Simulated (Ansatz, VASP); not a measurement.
HPbNO4: VASP beside Ansatz

Contents of INCAR:

```
SYSTEM = HPbNO4
  PREC = Accurate
  ENCUT = 520
  EDIFF = 1E-7
  ISMEAR = -1
  SIGMA = 0.05
  LREAL = .FALSE.
  LASPH = .TRUE.
  NELM = 80
  ALGO = Normal
  ISIF = 2
  LWAVE = .FALSE.
  LCHARG = .FALSE.
  GGA = PE
  NBANDS = 57
  KPAR = 4
```

Contents of KPOINTS:

```
regular mesh
0
G
  6 5 4
  0 0 0
```

POSCAR

```
HPbNO4
1.0
    4.9245300000      0.0000000000      0.0000000000
    0.0000000000      5.5972000000      0.0000000000
    0.0000000000      0.0000000000      7.2434700000
H Pb N O
2 2 2 8
Direct
    0.0000000000      0.5000000000      0.1931700000
    0.5000000000      0.0000000000      0.8068300000
    0.5000000000      0.5000000000      0.9525700000
    0.0000000000      0.0000000000      0.0474300000
    0.0000000000      0.0000000000      0.6365400000
    0.5000000000      0.5000000000      0.3634600000
    0.0000000000      0.5000000000      0.0586000000
    0.5000000000      0.0000000000      0.9414000000
    0.0000000000      0.1956900000      0.7299500000
    0.0000000000      0.8043100000      0.7299500000
    0.0000000000      0.0000000000      0.4675000000
    0.5000000000      0.6956900000      0.2700500000
    0.5000000000      0.3043100000      0.2700500000
    0.5000000000      0.5000000000      0.5325000000
```

File input.yaml:

```yaml
crystal:
  lattice:
    - [4.92453, 0.0, 0.0]
    - [0.0, 5.5972, 0.0]
    - [0.0, 0.0, 7.24347]
  atoms:
    - { symbol: H, position: [0.0, 0.5, 0.19317] }
    - { symbol: H, position: [0.5, 0.0, 0.80683] }
    - { symbol: Pb, position: [0.5, 0.5, 0.95257] }
    - { symbol: Pb, position: [0.0, 0.0, 0.04743] }
    - { symbol: "N", position: [0.0, 0.0, 0.63654] }
    - { symbol: "N", position: [0.5, 0.5, 0.36346] }
    - { symbol: O, position: [0.0, 0.5, 0.0586] }
    - { symbol: O, position: [0.5, 0.0, 0.9414] }
    - { symbol: O, position: [0.0, 0.19569, 0.72995] }
    - { symbol: O, position: [0.0, 0.80431, 0.72995] }
    - { symbol: O, position: [0.0, 0.0, 0.4675] }
    - { symbol: O, position: [0.5, 0.69569, 0.27005] }
    - { symbol: O, position: [0.5, 0.30431, 0.27005] }
    - { symbol: O, position: [0.5, 0.5, 0.5325] }
hamiltonian:
  xc: pbe
  pseudopotentials: { kind: nc }
kpoints:
  mp_grid: { grid: [6, 5, 4] }
scf:
  occupations: { method: fermi_dirac, width: 0.05 }
output:
  forces: true
  stress: true
  eigenvalues: true
```

The cell was built by a generator and needn't be a form met in nature.

Alike in both runs: task single point; functional PBE; k mesh 6 × 5 × 4; occupations fermi-dirac, width 0.05 eV; no spin polarisation.

|  | VASP | Ansatz |
| --- | --- | --- |
| version | VASP 6.6.1 | Ansatz 0.2.0 |
| potentials or method | VASP PAW PBE potentials, release 64 (H, Pb_d, N, O) | Ansatz NC |
| plane-wave cutoff (eV) | 520 | 1240 |
| valence electrons in the cell | 88 | 88 |

VASP gave:

```
gap on the k mesh at the Fermi level (eV)       : 2.85
least direct gap on the mesh (eV)               : 2.97
pressure (GPa)                                  : 0.7
largest component of the traceless stress (GPa) : 0.89
rms of the force components (eV/Å)              : 0.168
```

Estimate Ansatz's values.

gap on the k mesh at the Fermi level (eV): 2.85; least direct gap on the mesh (eV): 2.98; pressure (GPa): 0.0; largest component of the traceless stress (GPa): 0.02; rms of the force components (eV/Å): 0.016.

Atom by atom the forces differ by 0.171 eV/Å (rms over components). One of these differences is far larger than is usual between the two programs; its cause wasn't traced. The functional is the same, so the differences come from potentials, cutoffs and numerics.

Caveats: spin-orbit coupling is left out, which as a rule narrows the gap of such compounds by several tenths of an eV; the standard files for N, O and F lose accuracy on very short bonds (VASP); an odd mesh through Γ misses points on the zone boundary, where band edges often lie (VASP); odd divisions of the mesh miss points on the zone boundary, where band edges often lie, so the gap on the mesh can be too wide (Ansatz). A hybrid or GW would open this gap; PBE tends to underestimate it.
